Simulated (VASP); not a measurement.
These are PBE GGA, VASP's PBE PAW potentials (set 64) (plane waves; VASP) values and carry that method's errors.

VASP ran on this input.

### POSCAR
```
HgTe
1.0
  0.0000000000   3.2706491455   3.2706491455
  3.2706491455   0.0000000000   3.2706491455
  3.2706491455   3.2706491455   0.0000000000
Hg Te
1 1
Cart
  0.0000000000   0.0000000000   0.0000000000
  1.6353245728   1.6353245728   1.6353245728
```

**KPOINTS**
```
Automatic
0
gamma
  10 10 10
0 0 0
```

**INCAR**
```
SYSTEM = HgTe
PREC = Accurate; ENCUT = 480; LREAL = .FALSE.
LASPH = .TRUE.
EDIFF = 1E-7; NELM = 100; ALGO = Normal
LMAXMIX = 6
ISMEAR = 1; SIGMA = 0.1
GGA = PE
IBRION = 2; NSW = 40; ISIF = 3
EDIFFG = -0.01; PSTRESS = 20
LWAVE = .FALSE.; LCHARG = .FALSE.
```

POTCAR, in this order: Hg Te (PBE.64 set). Program: vasp_std.

The run wrote:

File OUTCAR:
```
 ion  position               nearest neighbor table
   1  0.000  0.000  0.000-   2 2.83   2 2.83   2 2.83   2 2.83
   2  0.250  0.250  0.250-   1 2.83   1 2.83   1 2.83   1 2.83
  LATTYP: Found a face centered cubic cell.
 ALAT       =     6.5412982910
 Subroutine PRICEL returns:
 Original cell was already a primitive cell.
 Subroutine GETGRP returns: Found 24 space group operations
The static configuration has the point symmetry T_d .
The dynamic configuration has the point symmetry T_d .
 Subroutine INISYM returns: Found 24 space group operations
 Subroutine IBZKPT returns following result:
 Found     47 irreducible k-points:

 Following reciprocal coordinates:
            Coordinates               Weight
  0.000000  0.000000  0.000000      1.000000
  0.100000  0.000000  0.000000      8.000000
  0.200000  0.000000  0.000000      8.000000
  0.300000  0.000000  0.000000      8.000000
  0.400000  0.000000  0.000000      8.000000
  0.500000  0.000000  0.000000      4.000000
  0.100000  0.100000  0.000000      6.000000
  0.200000  0.100000  0.000000     24.000000
  0.300000  0.100000  0.000000     24.000000
  0.400000  0.100000  0.000000     24.000000
  0.500000  0.100000  0.000000     24.000000
 -0.400000  0.100000  0.000000     24.000000
 -0.300000  0.100000  0.000000     24.000000
 -0.200000  0.100000  0.000000     24.000000
 -0.100000  0.100000  0.000000     12.000000
  0.200000  0.200000  0.000000      6.000000
  0.300000  0.200000  0.000000     24.000000
  0.400000  0.200000  0.000000     24.000000
  0.500000  0.200000  0.000000     24.000000
 -0.400000  0.200000  0.000000     24.000000
 -0.300000  0.200000  0.000000     24.000000
 -0.200000  0.200000  0.000000     12.000000
  0.300000  0.300000  0.000000      6.000000
  0.400000  0.300000  0.000000     24.000000
...
```

**OSZICAR**
```
       N       E                     dE             d eps       ncg     rms          rms(c)
DAV:   1     0.102897826263E+03    0.10290E+03   -0.77939E+03  1222   0.112E+03
DAV:   2     0.389702382930E+00   -0.10251E+03   -0.98058E+02  1322   0.258E+02
DAV:   3    -0.379281921485E+01   -0.41825E+01   -0.41627E+01  1512   0.549E+01
DAV:   4    -0.383561732292E+01   -0.42798E-01   -0.42790E-01  1695   0.500E+00
DAV:   5    -0.383574582907E+01   -0.12851E-03   -0.12851E-03  1487   0.265E-01    0.736E+00
DAV:   6    -0.363584572974E+01    0.19990E+00   -0.49183E-01  1407   0.102E+01    0.586E+00
DAV:   7    -0.362962630392E+01    0.62194E-02   -0.10768E-01  1367   0.256E+00    0.218E+00
DAV:   8    -0.362891233676E+01    0.71397E-03   -0.11003E-02  1272   0.141E+00    0.583E-01
DAV:   9    -0.362894654721E+01   -0.34210E-04   -0.84016E-04  1452   0.364E-01    0.131E-01
DAV:  10    -0.362897647511E+01   -0.29928E-04   -0.94846E-05  1380   0.970E-02    0.531E-02
DAV:  11    -0.362899197998E+01   -0.15505E-04   -0.39235E-05  1307   0.549E-02    0.359E-02
DAV:  12    -0.362899011547E+01    0.18645E-05   -0.49452E-06  1422   0.214E-02    0.187E-02
DAV:  13    -0.362899004437E+01    0.71098E-07   -0.47726E-07  1352   0.427E-03
   1 F= -.27555134E+01 E0= -.27555867E+01  d E =-.275551E+01
```

**OUTCAR**
```
------------------------ aborting loop because EDIFF is reached ----------------------------------------
  FORCE on cell =-STRESS in cart. coord.  units (eV):
  Direction    XX          YY          ZZ          XY          YZ          ZX
  --------------------------------------------------------------------------------------
  Total        0.8753561      0.8753561      0.8753561      0.0000000      0.0000000      0.0000000
  in kB       20.0430345     20.0430345     20.0430345      0.0000000      0.0000000      0.0000000
  external PRESSURE =       0.0430345 kB  Pullay stress =      20.0000000 kB
  volume of cell :       69.97
      direct lattice vectors                 reciprocal lattice vectors
     0.000000000  3.270649146  3.270649146    -0.152874851  0.152874851  0.152874851
     3.270649146  0.000000000  3.270649146     0.152874851 -0.152874851  0.152874851
     3.270649146  3.270649146  0.000000000     0.152874851  0.152874851 -0.152874851
 POSITION                                       TOTAL-FORCE (eV/Angst)
 -----------------------------------------------------------------------------------
      0.00000      0.00000      0.00000        -0.000000     -0.000000     -0.000000
      1.63532      1.63532      1.63532         0.000000      0.000000      0.000000
 -----------------------------------------------------------------------------------
    total drift:                               -0.000000     -0.000000     -0.000000
  FREE ENERGIE OF THE ION-ELECTRON SYSTEM (eV)
  ---------------------------------------------------
  free  energy   TOTEN  =        -3.6289900444 eV

  energy  without entropy=       -3.6292097655  energy(sigma->0) =       -3.62906328
  enthalpy is  TOTEN    =        -2.7555134267 eV   P V=        0.8734766177

 reached required accuracy - stopping structural energy minimisation
```
(Selected blocks of OUTCAR.)

The compound is HgTe in the zinc blende structure. It was relaxed first under an external pressure of 2 GPa.
